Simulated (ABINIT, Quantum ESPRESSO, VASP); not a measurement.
**One structure in several programs: NiGe (Pnma, 8 atoms in the cell)**

Self-consistent single point.

```yaml
crystal:
  lattice:
    - [5.31046, 0.00000, 0.00000]
    - [0.00000, 3.43850, 0.00000]
    - [0.00000, 0.00000, 5.74995]
  atoms:
    - { symbol: Ni, position: [0.50554, 0.25000, 0.69073] }
    - { symbol: Ni, position: [0.49446, 0.75000, 0.30927] }
    - { symbol: Ni, position: [0.99446, 0.75000, 0.19073] }
    - { symbol: Ni, position: [0.00554, 0.25000, 0.80927] }
    - { symbol: Ge, position: [0.68966, 0.25000, 0.08698] }
    - { symbol: Ge, position: [0.31034, 0.75000, 0.91302] }
    - { symbol: Ge, position: [0.81034, 0.75000, 0.58698] }
    - { symbol: Ge, position: [0.18966, 0.25000, 0.41302] }
```

All programs got the same cell, k-point mesh and kind of occupations (in ABINIT's words: tsmear = 0.05 eV; ngkpt = 4 5 3; nshiftk = 1; shiftk = 0 0 0); potentials, basis and cutoffs are each program's usual ones.

```csv
code,model,pressure (GPa),largest force (eV/Å),cutoff
ABINIT,"PBE, norm-conserving pseudopotentials (PseudoDojo nc-sr-05 PBE standard)",7.35,0.113,49 Ha
VASP,"PBE, VASP's PBE PAW potentials (set 64)",5.86,0.108,300 eV
Quantum ESPRESSO,"PBE, PSlibrary ultrasoft (PBE) pseudopotentials",8.31,0.139,50 Ry
```

Size of the force on each atom (eV/Å): Sizes of forces hide their directions.

```json
[
 {"code": "ABINIT", "Ni1": "0.113", "Ni2": "0.113", "Ni3": "0.113", "Ni4": "0.113", "Ge5": "0.091", "Ge6": "0.091", "Ge7": "0.091", "Ge8": "0.091"},
 {"code": "VASP", "Ni1": "0.108", "Ni2": "0.108", "Ni3": "0.108", "Ni4": "0.108", "Ge5": "0.089", "Ge6": "0.089", "Ge7": "0.089", "Ge8": "0.089"},
 {"code": "Quantum ESPRESSO", "Ni1": "0.134", "Ni2": "0.134", "Ni3": "0.134", "Ni4": "0.134", "Ge5": "0.139", "Ge6": "0.139", "Ge7": "0.139", "Ge8": "0.139"}
]
```

The spread over the programs that give each value: pressure within 2.45 GPa; largest force within 0.031 eV/Å.

The starting cell comes from a database of computed structures (which also holds hypothetical and non-ambient phases and stackings), without a prior relaxation at this level. Its lattice was rescaled by a random factor within 2.5 % of one. On ABINIT's run: Spin polarisation is off. In the base run, with a pressure of about 7 GPa the cell is away from its equilibrium volume at this level. Without a gap this mesh is coarse (it stands for a supercell whose shortest vector is 17 Å).

Problem. Why do the programs differ, and what cannot be compared?

Solution. Differences of this kind can come from the potentials, where these differ, and from what each basis and cutoff leave unconverged. The valence holds different numbers of electrons (ABINIT 128, VASP 96, Quantum ESPRESSO 56). The zero of total energies and Fermi levels follows the potentials and each program's conventions, so they are not compared here. In the pressure, VASP (by 1.50) lies more than 1 GPa from the median of the plane-wave programs.

The shared mesh is coarse (it stands for a supercell whose shortest vector is 17 Å), so the values are not converged in it.

VASP's run is marked for a possible Pulay error in its stress at this cutoff; no cutoff test was made.

Left out of this page: Ansatz, GPAW, CP2K, Elk, FLEUR and SIESTA (not drawn, or without a comparable value).
